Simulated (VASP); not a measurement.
```
CELL_PARAMETERS angstrom
      1.40038    -2.42553     0.00000
      1.40038     2.42553     0.00000
      0.00000     0.00000     4.28559
ATOMIC_POSITIONS crystal
  Ru 0.33333 0.66667 0.25000
  Ru 0.66667 0.33333 0.75000
```

Calculation: PBE GGA, VASP's PBE PAW potentials (set 64) (plane waves; VASP). Run with 480 eV cut-off, 14×14×8 Γ-centred mesh, first-order Methfessel-Paxton smearing of 0.10 eV, potentials Ru_pv.

Give the stress tensor in GPa (positive for a compressed cell).

```
-17.95    0.00    0.00
  0.00  -17.95    0.00
  0.00    0.00   -7.92
```
The pressure is its mean diagonal, -14.61 GPa.

The compound is Ru in the hcp structure. This cell was strained or had an atom moved on purpose.
